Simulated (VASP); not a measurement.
Given:

```xyz
2
Lattice="0.0000 2.8142 2.8142 2.8142 0.0000 2.8142 2.8142 2.8142 0.0000" Properties=species:S:1:pos:R:3 pbc="T T T"
Ga     0.0000     0.0000     0.0000
P      1.4071     1.4071     1.4071
```

All values below come from vdW-DF2, VASP's PBE PAW potentials (set 64) (plane waves; VASP). Numerical set-up: 520 eV cut-off, 9×9×9 Γ-centred mesh, tetrahedra with Blöchl corrections, potentials Ga_d P.

What does the run give for the energy per atom (σ→0), band gap (on the k-mesh) with the smallest direct gap where there is one?

```json
{
 "band gap (on the k-mesh)": "0.79 eV",
 "smallest direct gap (on the k-mesh)": "0.79 eV",
 "energy per atom (σ→0)": "-1.812 eV/atom"
}
```

The compound is GaP in the zinc blende structure. It was relaxed first, which changed the volume by +10 %.
